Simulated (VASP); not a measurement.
Consider the following.

```yaml
crystal:
  lattice:
    - [0.00000, 2.22029, 2.22029]
    - [2.22029, 0.00000, 2.22029]
    - [2.22029, 2.22029, 0.00000]
  atoms:
    - { symbol: Si, position: [0.00000, 0.00000, 0.00000] }
    - { symbol: C, position: [0.25000, 0.25000, 0.25000] }
```

Level of theory: r2SCAN meta-GGA, VASP's PBE PAW potentials (set 64) (plane waves; VASP). Settings: 520 eV cut-off, 10×10×10 Γ-centred mesh, Gaussian smearing of 0.050 eV, potentials Si C.

Question: What does the run give for the energy per atom (σ→0), pressure, band gap (on the k-mesh) with the smallest direct gap where there is one?

Answer: 
* **band gap (on the k-mesh)**: 1.76 eV
* **smallest direct gap (on the k-mesh)**: 4.98 eV
* **energy per atom (σ→0)**: -9.640 eV/atom
* **pressure**: -11.81 GPa

Only differences to runs with the same potentials and settings are physical.

The compound is SiC in the zinc blende structure. This cell is one point of a volume scan, at 1.06 of the reference volume.
